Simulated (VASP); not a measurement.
Given:

```
CELL_PARAMETERS angstrom
      3.77045     0.00000     0.00000
      0.00000     3.69331     0.00000
      0.00000     0.00000     4.78632
ATOMIC_POSITIONS crystal
  Sn 0.50000 0.00000 0.76200
  Sn 0.00000 0.50000 0.23800
  O  0.50000 0.50000 0.00000
  O  0.02312 0.00000 0.00000
```

Method: PBE GGA, VASP's PBE PAW potentials (set 64) (plane waves; VASP 6.6.1). Settings: EDIFF = 1E-3, 520 eV cut-off, 5×6×4 Γ-centred mesh, Gaussian smearing of 0.050 eV, potentials Sn_d O.

Question: Predict the energy per atom (σ→0), pressure, largest force.

Answer: 
- energy per atom (σ→0): -5617 meV/atom
- pressure: 11.04 GPa
- largest force: 1.294 eV/Å

The compound is SnO in the litharge structure. The cell was not relaxed at this level. The run is one of a series of settings (EDIFF = 1E-3 against the base run), some of them coarse on purpose.
